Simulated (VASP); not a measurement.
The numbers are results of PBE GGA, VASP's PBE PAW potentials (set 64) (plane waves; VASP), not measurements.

VASP input:

### POSCAR
```
MnO
1.0
  4.4617520000   2.2587150000   2.2336230000
  2.2308760000   4.5174290000   2.2336230000
  2.2308760000   2.2587150000   4.4672470000
Mn O
2 2
Direct
  0.0000000000   0.0000000000   0.0000000000
  0.5000000000   0.5000000000   0.5000000000
  0.2500000000   0.2500000000   0.2500000000
  0.7773250000   0.7408920000   0.7408920000
```

KPOINTS:
```
Automatic mesh
0
gamma
 7 7 7
0 0 0
```

### INCAR
```
ALGO = Normal
EDIFF = 1E-6
ENCUT = 520
GGA = PE
ISIF = 2
ISMEAR = 0
ISPIN = 1
LASPH = .TRUE.
LCHARG = .FALSE.
LMAXMIX = 4
LORBIT = 10
LREAL = .FALSE.
LWAVE = .FALSE.
NELM = 100
PREC = Accurate
SIGMA = 0.05
SYSTEM = MnO
```

POTCAR, in this order: Mn_pv O (PBE.64 set). Program: vasp_std.

The resulting files:

### OSZICAR
```
       N       E                     dE             d eps       ncg     rms          rms(c)
DAV:   1     0.446296689701E+03    0.44630E+03   -0.22447E+04  8056   0.202E+03
DAV:   2     0.137904180454E+02   -0.43251E+03   -0.42383E+03  8299   0.550E+02
DAV:   3    -0.325450823983E+02   -0.46336E+02   -0.45751E+02  9421   0.167E+02
DAV:   4    -0.342692563800E+02   -0.17242E+01   -0.16618E+01 10361   0.276E+01
DAV:   5    -0.342977409193E+02   -0.28485E-01   -0.28097E-01  9001   0.439E+00    0.202E+01
DAV:   6    -0.356318769552E+02   -0.13341E+01   -0.14226E+02 10380   0.849E+01    0.330E+01
DAV:   7    -0.333339941799E+02    0.22979E+01   -0.10606E+02 11213   0.777E+01    0.444E+01
DAV:   8    -0.285970798005E+02    0.47369E+01   -0.35350E+01 10670   0.220E+01    0.681E+00
DAV:   9    -0.282681473340E+02    0.32893E+00   -0.24870E+00 10531   0.113E+01    0.349E+00
DAV:  10    -0.282942879710E+02   -0.26141E-01   -0.82103E-01 11257   0.447E+00    0.615E+00
DAV:  11    -0.282578799008E+02    0.36408E-01   -0.56284E-01 11415   0.258E+00    0.200E+00
DAV:  12    -0.282516709772E+02    0.62089E-02   -0.22319E-02 11568   0.101E+00    0.794E-01
DAV:  13    -0.282507582675E+02    0.91271E-03   -0.27975E-03 10737   0.409E-01    0.535E-01
DAV:  14    -0.282504444982E+02    0.31377E-03   -0.22816E-03 11234   0.362E-01    0.265E-01
DAV:  15    -0.282504475479E+02   -0.30497E-05   -0.31386E-04 11329   0.118E-01    0.146E-01
DAV:  16    -0.282504219623E+02    0.25586E-04   -0.10281E-04 10725   0.804E-02    0.641E-02
DAV:  17    -0.282504157817E+02    0.61806E-05   -0.31028E-05 10436   0.509E-02    0.453E-02
DAV:  18    -0.282504148292E+02    0.95253E-06   -0.31615E-06  4824   0.124E-02
   1 F= -.28250415E+02 E0= -.28239810E+02  d E =-.212094E-01
```

### OUTCAR
```
------------------------ aborting loop because EDIFF is reached ----------------------------------------
  FORCE on cell =-STRESS in cart. coord.  units (eV):
  Direction    XX          YY          ZZ          XY          YZ          ZX
  --------------------------------------------------------------------------------------
  Total       -9.8536703     -9.8564970    -10.0548007     -0.0683166     -0.0455351     -0.0745471
  in kB     -350.6726350   -350.7732300   -357.8304671     -2.4312512     -1.6205053     -2.6529821
  external PRESSURE =    -353.0921107 kB  Pullay stress =       0.0000000 kB
  volume of cell :       45.02
      direct lattice vectors                 reciprocal lattice vectors
     4.461752000  2.258715000  2.233623000     0.336190806 -0.110682450 -0.111925732
     2.230876000  4.517429000  2.233623000    -0.112063652  0.332047302 -0.111925781
     2.230876000  2.258715000  4.467247000    -0.112063552 -0.110682401  0.335777244
 POSITION                                       TOTAL-FORCE (eV/Angst)
 -----------------------------------------------------------------------------------
      0.00000      0.00000      0.00000        -0.210534      0.015906      0.019349
      4.46175      4.51743      4.46725        -0.193621     -0.017790     -0.020302
      2.23088      2.25871      2.23362         0.135315      0.054955      0.053129
      6.77391      6.77615      6.70087         0.268840     -0.053071     -0.052176
 -----------------------------------------------------------------------------------
    total drift:                               -0.000082     -0.000187     -0.000133
  FREE ENERGIE OF THE ION-ELECTRON SYSTEM (eV)
  ---------------------------------------------------
  free  energy   TOTEN  =       -28.2504148292 eV

  energy  without entropy=      -28.2292054231  energy(sigma->0) =      -28.23981013

 total charge

# of ion       s       p       d       tot
------------------------------------------
    1        0.172   6.135   5.062  11.369
    2        0.181   6.146   5.062  11.389
    3        1.550   3.345   0.000   4.895
    4        1.550   3.346   0.000   4.896
--------------------------------------------------
tot          3.454  18.972  10.124  32.550
```
(Selected blocks of OUTCAR.)

The compound is MnO in the rock salt, AFM-II order structure. The cell was not relaxed at this level, atoms are displaced from their ideal sites. The k-mesh is coarse (spacing up to 0.33 per Å, 2π included), so the numbers may not be converged in it. The run is one of a series of settings (ISPIN = 1, the spin start removed against the base run), some of them coarse on purpose. The run is not spin-polarised, so no magnetic state was tried.
